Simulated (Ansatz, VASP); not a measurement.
## As (ladder As chain): VASP beside Ansatz

Aim: how closely do two programs agree when they are given the same cell, functional and k mesh? The structure shown is the start of the Ansatz relaxation below; VASP solves that cell, so the two are compared at the walk's first step.

Calculated with Ansatz 0.2.0; plane waves, with VASP 6.6.1 beside it; single point at PBE, single point at LDA and single point at RPBE.

## (1) Set-up

The cell holds 2 atoms: 2 As. Its edges and angles: a = 9.000 Å, b = 7.500 Å, c = 2.329 Å, α = 90.0°, β = 90.0°, γ = 90.0°. Vacuum lies along a and b. The structure's axis is c.

## (2) Ansatz: relaxation, PBE

Ansatz runs on its default PAW (the set named soft_2) files.

The two programs are compared at the cell with which this relaxation starts, whose forces are those of its first step.

The input, input.yaml:

```yaml
crystal:
  lattice:
    - [9.0, 0.0, 0.0]
    - [0.0, 7.5, 0.0]
    - [0.0, 0.0, 2.32883]
  atoms:
    - { symbol: As, position: [0.389462222, 0.5, 0.0] }
    - { symbol: As, position: [0.610537778, 0.5, 0.5] }
kpoints:
  mp_grid: { grid: [1, 1, 35] }
scf:
  occupations: { method: fermi_dirac, width: 0.05 }
hamiltonian:
  xc: pbe
relax:
  cell: { fix: [a, b, alpha, beta, gamma] }
  max_steps: 60
```

On the command line:

```sh
$ ansatz run input.yaml --threads 4 --pin off --max-ram 8192MiB --backend cpu --events-out ev --progress --plain --runs-dir out
```

Numbers of over 12 decimals in the logs are rounded to 6 here.

Log:

```text
Engine: ansatz 0.2.0, aarch64-unknown-linux-gnu
Pseudopotentials: kind: paw
Pseudopotential: As, paw, valence charge 15, recommended cutoff 420 eV (normal), As.paw.azcp
Functional definition: PBE
  parameter kappa = 0.804
  parameter beta = 0.066725
  exchange = pbe_x(kappa = kappa, mu = beta*pi^2/3)
  correlation = pbe_c(beta = beta)
Crystal: 2 atoms, lattice volume = 157.196 Å³
Basis set: ecut = 420 eV, 3033 PW (Γ), exchange–correlation on 128×108×32 points (8 copies of the dense FFT grid, shifted against one another)
Bands: 19, of which v1, the nominal top of the filled ones, is band 15 counted from 1 (14 counted from 0)
Symmetry: 8 space group operations
Space group: Pmma (ITA 51), of the structure as read, at distance tolerance 5.4e-5 Å
k-points: 18 of 35
Non-local potential: As, projectors of the file, l = 0: 2, l = 1: 2, l = 2: 3, l = 3: 1
PAW form: soft (Blöchl's): semilocal exchange-correlation on the pseudo side does not see the compensation charge
PAW one-centre angular grid: As, 590 points (default); XC on 64 Gauss nodes
Initial density: superposition of atomic densities (neutral atoms: chi_scale 0, normalization atom), corrected by the library's trained network
Initial wavefunctions: pseudopotential atomic-orbital guess
Functional: x = pbe(κ = 0.804, μ = 0.219515), c = pbe(β = 0.066725)
SCF iter   1: F=—  HF=-9709.425130 eV  |F-HF|=—  |Δ(HF+E_count)|=         —  Δρ=2.50e-3  dr2=1.27e-2  ethr=1.77e-3  ⟨swp⟩=7.1  Hψ=1751  notcnv=0
preconditioner: auto → LDOS  [metal: Δε(μ)=0.294 eV  Ē_g=9.071 eV  σ=0.050 eV  W_gap=0.50  n_scr=20 (ndim 8)  ℏωp=9.0 eV  f_vac=0.665  D(μ)=1.35/eV (n_scr^D=8)  β→1.0]
SCF iter   2: F=—  HF=-9709.426709 eV  |F-HF|=—  |Δ(HF+E_count)|=   1.58e-3  Δρ=1.62e-3  dr2=6.78e-3  ethr=4.24e-5  ⟨swp⟩=2.7  Hψ=854  notcnv=0
SCF iter   3: F=—  HF=-9709.425362 eV  |F-HF|=—  |Δ(HF+E_count)|=   1.35e-3  Δρ=3.61e-4  dr2=3.48e-4  ethr=2.26e-5  ⟨swp⟩=2.7  Hψ=691  notcnv=0
SCF iter   4: F=—  HF=-9709.425365 eV  |F-HF|=—  |Δ(HF+E_count)|=   3.04e-6  Δρ=8.61e-5  dr2=9.76e-6  ethr=1.16e-6  ⟨swp⟩=2.0  Hψ=460  notcnv=0
SCF iter   5: F=—  HF=-9709.425400 eV  |F-HF|=—  |Δ(HF+E_count)|=   3.41e-5  Δρ=2.27e-5  dr2=1.71e-6  ethr=3.25e-8  ⟨swp⟩=2.0  Hψ=613  notcnv=0
SCF iter   6: F=-9709.425399 eV  HF=-9709.425399 eV  |F-HF|=1.09e-7  |Δ(HF+E_count)|=   3.17e-7  Δρ=8.83e-6  dr2=8.83e-8  ethr=3.33e-10  ⟨swp⟩=3.9  Hψ=1460  notcnv=0
SCF 1 converged in 6 iterations: F = -9709.425399 eV  dr2 = 8.83e-8
  greatest PAW one-centre occupation: 0.999 electrons in one spin orbital (limit 2), on the As atom at site 1 (counted from 0), in its partial waves of l = 2
relax step   1: F+E_penalty+E_count = -9709.42539936 eV  Δ(F+E_penalty+E_count) = +0.000e0 eV  max|allowed force component| = 4.476e0 eV/Å  Δτ_max = 0.0000 Å  P = +7.958 GPa  Ω = 157.196 Å³  fix = [a, b, alpha, beta, gamma]  reactions: a +8.986, b +0.195 GPa  (6 SCF iters, dr2 threshold 1.00e-7 eV, accepted)
[...]
relax step   2: F+E_penalty+E_count = -9710.38213187 eV  Δ(F+E_penalty+E_count) = -9.567e-1 eV  max|allowed force component| = 1.437e0 eV/Å  Δτ_max = 0.0910 Å  P = +2.833 GPa  Ω = 164.885 Å³  energy of the carried Pulay correction = -3.326e-4 eV  fix = [a, b, alpha, beta, gamma]  reactions: a +2.903, b +0.214 GPa  (6 SCF iters, dr2 threshold 2.00e-7 eV, accepted)
[...]
relax step   6: F+E_penalty+E_count = -9710.59987251 eV  Δ(F+E_penalty+E_count) = -7.976e-4 eV  max|allowed force component| = 4.837e-3 eV/Å  Δτ_max = 0.0042 Å  P = +0.019 GPa  Ω = 174.456 Å³  energy of the carried Pulay correction = -7.252e-4 eV  fix = [a, b, alpha, beta, gamma]  reactions: a -0.173, b +0.217 GPa  (5 SCF iters, dr2 threshold 2.00e-7 eV, accepted)
[...]
relax step   7: F+E_penalty+E_count = -9710.60181743 eV  Δ(F+E_penalty+E_count) = -1.945e-3 eV  max|allowed force component| = 4.883e-3 eV/Å  Δτ_max = 0.0000 Å  P = +0.038 GPa  Ω = 174.456 Å³  fix = [a, b, alpha, beta, gamma]  reactions: a -0.169, b +0.223 GPa  stress off target by 5.82e-2 GPa on what of the cell is left free  SCF on the basis re-selected at this cell (its energy is not comparable with the rows above)  (6 SCF iters)
[...]
relax step   8: F+E_penalty+E_count = -9710.60183731 eV  Δ(F+E_penalty+E_count) = -1.988e-5 eV  max|allowed force component| = 1.460e-3 eV/Å  Δτ_max = 0.0005 Å  P = +0.023 GPa  Ω = 174.574 Å³  energy of the carried Pulay correction = -3.939e-6 eV  fix = [a, b, alpha, beta, gamma]  reactions: a -0.155, b +0.223 GPa  (4 SCF iters, dr2 threshold 8.48e-9 eV, accepted)
[...]
relax step   9: F+E_penalty+E_count = -9710.60184022 eV  Δ(F+E_penalty+E_count) = -2.906e-6 eV  max|allowed force component| = 1.456e-3 eV/Å  Δτ_max = 0.0000 Å  P = +0.023 GPa  Ω = 174.574 Å³  fix = [a, b, alpha, beta, gamma]  reactions: a -0.155, b +0.223 GPa  stress off target by 2.20e-3 GPa on what of the cell is left free  SCF on the basis re-selected at this cell (its energy is not comparable with the rows above)  (4 SCF iters)
basis re-selected at this cell: Δ(F+E_penalty+E_count) = -2.906e-6 eV, ΔP = -0.000 GPa vs the last step (what re-selecting the basis moved, of the pressure what is left beyond the Pulay correction that the steps carried, after the strain that the cell walked since its last selection, with what the two solves' SCF thresholds leave and, on support functions, any second-order correction that the steps lacked; it is no m [...]
SCF converged after 4 iterations
Free energy (F): -9710.601840 eV
Harris-Foulkes:  -9710.601840 eV  (|F-HF|=3.64e-12)
Internal energy: -9710.594912 eV  (E = F + TS)
E sigma→0 (E₀):  -9710.598376 eV
Entropy (-TS):   -0.006928 eV (-3.464 meV/atom)
Fermi energy:    -0.887162 eV
--- Per-component energies (eV) ---
  E_band       = -803.645391
  E_kinetic    = 202.917236
  E_local      = -8624.181344  (includes V_loc(G=0)·N_el)
  E_nonlocal   = -1341.773380
  E_hartree    = 4324.193258
  E_xc         = -156.592694
  E_vxc        = -155.727261  (∫ρ·V_xc dr)
  E_paw        = -3668.694252  (= ΣΔE_a)
  E_vpaw       = 466.732721  (= ΣTr[D̂ρ^β])
  E_aug_tail   = 0.000017  (compensation charges beyond the density's cutoff)
  E_ewald      = -446.463753
  E_smearing   = -0.006928  (= −TS)
  E_closure    = 0.000000  (closes the sum)
  Σ components = -9710.601840   (vs F -9710.601840, Δ=0.00e0)
--- Forces (eV/Å), atoms counted from 1 ---
  atom   1  As    -0.00145645    -0.00000000     0.00000000
  atom   2  As     0.00145645     0.00000000    -0.00000000
  max |Σ_I F_I| component: 4.34e-19 eV/Å
--- Stress (GPa, compression-positive) ---
       -0.155161      -0.000000       0.000000
       -0.000000       0.222993       0.000000
        0.000000       0.000000       0.002200
  P = ⅓ Tr σ = 0.0233 GPa (0.233 kbar)
--- Relaxed structure (7 steps of the walk, 7 accepted, 2 SCFs on fresh bases) ---
  F+E_penalty+E_count = -9710.60184022 eV   max|allowed force component| = 1.456e-3 eV/Å   (the final SCF, on the basis selected at the relaxed cell)
  cell:  # Å, volume = 174.5739 Å³
    - [9.0, 0, 0]
    - [0, 7.5, 0]
    - [0, 0, 2.586280]
  atoms:
    - { symbol: As, position: [0.374393, 0.5, 0] }
    - { symbol: As, position: [0.625607, 0.5, 0.5] }
```

Reading the cycles: dr2 is the Hartree energy of the density residual (eV), the measure of convergence; HF is the Harris–Foulkes estimate of the energy, which meets the free energy F at convergence.

## (3) VASP: single point, PBE, start cell

The same cell, functional, mesh and smearing now go to VASP, with its own data sets.

Lines of VASP's logs that name or quote its potential files are left out, and so is its time.

The input, INCAR:

```
SYSTEM = As
PREC = Accurate
ENCUT = 400
EDIFF = 1E-06
NELM = 120
ISMEAR = -1
SIGMA = 0.05
LREAL = .FALSE.
ALGO = Normal
GGA = PE
NBANDS = 11
LORBIT = 11
LWAVE = .FALSE.
LCHARG = .FALSE.
ISIF = 2
LASPH = .TRUE.
GGA_COMPAT = .FALSE.
KPAR = 2
```

The input, POSCAR:

```
As
1.0
    9.0000000000      0.0000000000      0.0000000000
    0.0000000000      7.5000000000      0.0000000000
    0.0000000000      0.0000000000      2.3288300000
As
2
Direct
    0.3894622222      0.5000000000      0.0000000000
    0.6105377778      0.5000000000      0.5000000000
```

The input, KPOINTS:

```
Automatic mesh
0
Gamma
1 1 35
0 0 0
```

The projector-augmented-wave data sets are As (PBE family, release 64).

On the command line:

```sh
$ mpirun -np 2 vasp_std
```

Log:

```text
[banner, memory and clock lines left out]
running    2 mpi-ranks, on    1 nodes
 distrk:  each k-point on    1 cores,    2 groups
 distr:  one band on    1 cores,    1 groups

 POSCAR found type information on POSCAR As
 POSCAR found :  1 types and       2 ions
 LDA part: xc-table for (Slater+PW92), standard interpolation
 POSCAR, INCAR and KPOINTS ok, starting setup
 FFT: planning ... GRIDC
 FFT: planning ... GRID_SOFT
 FFT: planning ... GRID
 WAVECAR not read
 entering main loop
       N       E                     dE             d eps       ncg     rms          rms(c)
DAV:   1     0.515164873349E+02    0.51516E+02   -0.29896E+03   396   0.515E+02
DAV:   2    -0.266441944147E+01   -0.54181E+02   -0.46442E+02   558   0.976E+01
DAV:   3    -0.655691651458E+01   -0.38925E+01   -0.38693E+01   511   0.336E+01
DAV:   4    -0.661593413898E+01   -0.59018E-01   -0.58996E-01   509   0.462E+00
DAV:   5    -0.661687372167E+01   -0.93958E-03   -0.93957E-03   546   0.477E-01    0.516E+00
DAV:   6    -0.649924726628E+01    0.11763E+00   -0.13229E-01   414   0.164E+00    0.296E+00
DAV:   7    -0.645019330394E+01    0.49054E-01   -0.16311E-01   434   0.176E+00    0.362E-01
DAV:   8    -0.644740946564E+01    0.27838E-02   -0.38865E-02   428   0.913E-01    0.181E-01
DAV:   9    -0.644582363550E+01    0.15858E-02   -0.44619E-03   556   0.341E-01    0.817E-02
DAV:  10    -0.644652944064E+01   -0.70581E-03   -0.77958E-04   426   0.167E-01    0.790E-02
DAV:  11    -0.644654370523E+01   -0.14265E-04   -0.36117E-04   440   0.866E-02    0.231E-02
DAV:  12    -0.644686923026E+01   -0.32553E-03   -0.15292E-04   411   0.671E-02    0.203E-02
DAV:  13    -0.644699896300E+01   -0.12973E-03   -0.13622E-05   411   0.262E-02    0.697E-03
DAV:  14    -0.644705775852E+01   -0.58796E-04   -0.17894E-05   425   0.215E-02    0.452E-03
DAV:  15    -0.644707096128E+01   -0.13203E-04   -0.37050E-06   419   0.101E-02    0.229E-03
DAV:  16    -0.644707286001E+01   -0.18987E-05   -0.22875E-07   407   0.283E-03    0.109E-03
DAV:  17    -0.644707323392E+01   -0.37391E-06   -0.62564E-08   394   0.121E-03
   1 F= -.64470732E+01 E0= -.64418527E+01  d E =-.104410E-01
```

Parts of OUTCAR (step 3):

```text
ion  position               nearest neighbor table
   1  0.389  0.500  0.000-   2 2.31   2 2.31
   2  0.611  0.500  0.500-   1 2.31   1 2.31

  LATTYP: Found a simple orthorhombic cell.
 ALAT       =     2.3288300000
 B/A-ratio  =     3.2205012818
 C/A-ratio  =     3.8646015381

 Subroutine GETGRP returns: Found  8 space group operations
 (whereof  4 operations were pure point group operations)

The static configuration has the point symmetry C_2v.
 The point group associated with its full space group is D_2h.

 Found     18 irreducible k-points:

   k-points           NKPTS =     18   k-points in BZ     NKDIM =     18   number of bands    NBANDS=     11

   dimension x,y,z NGX =    60 NGY =   50 NGZ =   16
   dimension x,y,z NGXF=   120 NGYF=  100 NGZF=   32

   ENCUT  =  400.0 eV  29.40 Ry    5.42 a.u.  14.68 12.23  3.80*2*pi/ulx,y,z

   NELECT =      10.0000    total number of electrons

 k-points in reciprocal lattice and weights: Automatic mesh
   0.00000000  0.00000000  0.00000000       0.029
   0.00000000  0.00000000  0.02857143       0.057
   0.00000000  0.00000000  0.05714286       0.057
   0.00000000  0.00000000  0.08571429       0.057
   0.00000000  0.00000000  0.11428571       0.057
   0.00000000  0.00000000  0.14285714       0.057
   0.00000000  0.00000000  0.17142857       0.057
   0.00000000  0.00000000  0.20000000       0.057
   0.00000000  0.00000000  0.22857143       0.057
[...]
0.00000000  0.00000000  0.45714286       0.057
   0.00000000  0.00000000  0.48571429       0.057

 average (electrostatic) potential at core
       1 -56.9262       2 -56.9262

 E-fermi :  -1.6281

 k-point     1 :       0.0000    0.0000    0.0000
  band No.  band energies     occupation
      1     -18.3880      2.00000
      2     -13.1643      2.00000
      3      -6.7107      2.00000
      4      -6.7010      2.00000
      5      -2.9811      2.00000
      6       0.7289      0.00000
      7       1.0759      0.00000
      8       2.2283      0.00000
      9       3.2524      0.00000
     10       3.4548      0.00000
    ...

 k-point     2 :       0.0000    0.0000    0.0286
  band No.  band energies     occupation
      1     -18.3652      2.00000
      2     -13.1425      2.00000
      3      -6.6872      2.00000
      4      -6.6779      2.00000
      5      -2.9590      2.00000
      6       0.7492      0.00000
      7       1.0979      0.00000
      8       2.2508      0.00000
      9       3.2747      0.00000
     10       3.4758      0.00000
    ...

 k-point     3 :       0.0000    0.0000    0.0571
  band No.  band energies     occupation
      1     -18.2966      2.00000
      2     -13.0770      2.00000
      3      -6.6167      2.00000
      4      -6.6086      2.00000
      5      -2.8928      2.00000
      6       0.8097      0.00000
      7       1.1637      0.00000
      8       2.3183      0.00000
      9       3.3416      0.00000
     10       3.5371      0.00000
    ...

  Total        9.2011055      0.1831950     14.9770225      0.0000000      0.0000000      0.0000000
  in kB       93.7797423      1.8671648    152.6491899      0.0000000      0.0000000      0.0000000
  external PRESSURE =      82.7653657 kB  Pullay stress =       0.0000000 kB

  energy-cutoff  :      400.00
  volume of cell :      157.20
      direct lattice vectors                 reciprocal lattice vectors
     9.000000000  0.000000000  0.000000000     0.111111111  0.000000000  0.000000000
     0.000000000  7.500000000  0.000000000     0.000000000  0.133333333  0.000000000
     0.000000000  0.000000000  2.328830000     0.000000000  0.000000000  0.429400171

 POSITION                                       TOTAL-FORCE (eV/Angst)
 -----------------------------------------------------------------------------------
      3.50516      3.75000      0.00000        -4.674514      0.000000      0.000000
      5.49484      3.75000      1.16441         4.674514      0.000000      0.000000
 -----------------------------------------------------------------------------------
    total drift:                               -0.000000     -0.000000     -0.000000

  FREE ENERGIE OF THE ION-ELECTRON SYSTEM (eV)
  ---------------------------------------------------
  free  energy   TOTEN  =        -6.4470732339 eV

  energy  without entropy=       -6.4366322236  energy(sigma->0) =       -6.44185273

 total charge
# of ion       s       p       d       tot
------------------------------------------
    1        1.312   1.485   0.108   2.904
    2        1.312   1.485   0.108   2.904
--------------------------------------------------
tot          2.625   2.969   0.215   5.809

[... 3 further parts left out ...]
```

## (4) Differences

Known differences besides the potentials themselves: the data sets hold 30 valence electrons in Ansatz (on its default PAW (the set named soft_2) files) and 10 in VASP; the cutoff is 420 eV in Ansatz and 400 eV in VASP. Total energies have different zeros and are not compared.

Forces (eV/Å; atoms numbered as in POSCAR):

```
atom        Ansatz x, y, z          VASP x, y, z
 As1  -4.476, 0.000, 0.000  -4.675, 0.000, 0.000
 As2   4.476, 0.000, 0.000   4.675, 0.000, 0.000
```

The forces differ by 114 meV/Å r.m.s., which is 4.2 % of the r.m.s. force of 2.699 eV/Å (both taken over all components).

## (5) Ansatz: relaxation, LDA

The two programs are compared at the cell with which this relaxation starts, whose forces are those of its first step.

The structure compared here is the start of the Ansatz relaxation; VASP solves that cell, so the two are compared at the walk's first step.

input.yaml, the sections that differ from step 2:

```yaml
crystal:
  lattice:
    - [9.0, 0.0, 0.0]
    - [0.0, 7.5, 0.0]
    - [0.0, 0.0, 2.32883]
  atoms:
    - { symbol: As, position: [0.389462222, 0.5, 0.0], spin: 0.3 }
    - { symbol: As, position: [0.610537778, 0.5, 0.5], spin: 0.3 }
magnetization:
  spin_polarized: true
hamiltonian:
  xc: lda
# kpoints, scf, relax: as in step 2
```

On the command line:

```sh
$ ansatz run input.yaml --threads 4 --pin off --max-ram 8192MiB --backend cpu --events-out ev --progress --plain --runs-dir out
```

Log:

```text
[...]
Crystal: 2 atoms, lattice volume = 157.196 Å³
Basis set: ecut = 420 eV, 3033 PW (Γ)
Bands: 20, of which v1, the nominal top of the filled ones, is band 15 counted from 1 (14 counted from 0)
Symmetry: 8 space group operations
[...]
k-points: 18 of 35
[...]
Starting moments: Σ|m| = 0.6 μB on 2 of 2 sites
[...]
0.000000       0.213089       0.000000
       -0.000000       0.000000      -0.000347
  P = ⅓ Tr σ = 0.0213 GPa (0.213 kbar)
--- Relaxed structure (5 steps of the walk, 5 accepted, 1 SCFs on fresh bases) ---
[...]
cell:  # Å, volume = 171.5397 Å³
    - [9.0, 0, 0]
    - [0, 7.5, 0]
    - [0, 0, 2.541328]
  atoms:
    - { symbol: As, position: [0.376434, 0.5, 0] }
    - { symbol: As, position: [0.623566, 0.5, 0.500000] }
[key lines of the parts left out:]
SCF converged after 6 iterations
Magnetization: 0.0000 μB (15.0000 up, 15.0000 down)
Free energy (F): -9545.207752 eV
Fermi energy:    -1.022215 eV
```

## (6) VASP: single point, LDA, start cell

The same cell, functional (in two slightly different forms), mesh and smearing now go to VASP, with its own data sets.

Changes to INCAR since step 3:

```diff
@@ -4,3 +4,3 @@
 EDIFF = 1E-06
-NELM = 120
+NELM = 200
 ISMEAR = -1
@@ -9,4 +9,6 @@
 ALGO = Normal
-GGA = PE
-NBANDS = 11
+GGA = CA
+NBANDS = 12
+ISPIN = 2
+MAGMOM = 0 0
 LORBIT = 11
```

POSCAR is that of step 3.

KPOINTS is that of step 3.

Potentials, in the order of the species: As (LDA family, release 64).

On the command line:

```sh
$ mpirun -np 2 vasp_std
```

Log:

```text
[banner, memory and clock lines left out]
running    2 mpi-ranks, on    1 nodes
[...]
LDA part: xc-table for (Slater(with rela. corr.)+CA(PZ))
 , standard interpolation
 POSCAR, INCAR and KPOINTS ok, starting setup
[...]
entering main loop
       N       E                     dE             d eps       ncg     rms          rms(c)
DAV:   1     0.504347481413E+02    0.50435E+02   -0.30917E+03   864   0.482E+02
DAV:   2    -0.369738658013E+01   -0.54132E+02   -0.46151E+02  1236   0.942E+01
DAV:   3    -0.785322856505E+01   -0.41558E+01   -0.41205E+01  1120   0.325E+01
DAV:   4    -0.791790723221E+01   -0.64679E-01   -0.64664E-01  1052   0.474E+00
[...]
DAV:  16    -0.772147416106E+01   -0.91451E-05   -0.73341E-07   944   0.407E-03    0.133E-03
DAV:  17    -0.772147841707E+01   -0.42560E-05   -0.65153E-07   836   0.384E-03    0.724E-04
DAV:  18    -0.772147872586E+01   -0.30879E-06   -0.31902E-08   920   0.914E-04
   1 F= -.77214787E+01 E0= -.77166664E+01  d E =-.962457E-02  mag=     0.0000
```

OUTCAR, selected parts (step 6):

```text
  Total        7.9607895      0.1767460     12.9446169      0.0000000      0.0000000      0.0000000
  in kB       81.1381614      1.8014355    131.9344544      0.0000000      0.0000000      0.0000000
  external PRESSURE =      71.6246838 kB  Pullay stress =       0.0000000 kB

 POSITION                                       TOTAL-FORCE (eV/Angst)
 -----------------------------------------------------------------------------------
      3.50516      3.75000      0.00000        -4.051448      0.000000      0.000000
      5.49484      3.75000      1.16441         4.051448      0.000000      0.000000
 -----------------------------------------------------------------------------------
    total drift:                               -0.000000     -0.000000     -0.000000

  FREE ENERGIE OF THE ION-ELECTRON SYSTEM (eV)
  ---------------------------------------------------
  free  energy   TOTEN  =        -7.7214787259 eV

  energy  without entropy=       -7.7118541551  energy(sigma->0) =       -7.71666644

 magnetization (x)
# of ion       s       p       d       tot
------------------------------------------
    1        0.000   0.000   0.000   0.000
    2        0.000   0.000   0.000   0.000
--------------------------------------------------
tot          0.000   0.000   0.000   0.000

[... 1 part as in an earlier step ...]

[... 2 further parts left out ...]
[key lines of the parts left out:]
E-fermi :  -1.7920
```

(Part 1 of 2 ends here.)

[Lines on the potential files, build, host, timing and source positions are cut from VASP's logs without a mark.]

[Logs are printed without paths, hosts, clocks, repeated set-up lines and the standing remarks that a program may print on its own settings, such as how far it seeks lower states.]

[Hosts, paths, dates, database ids (printed as entryN), source tags and the programs' standing remarks are cut or masked in the printed files.]
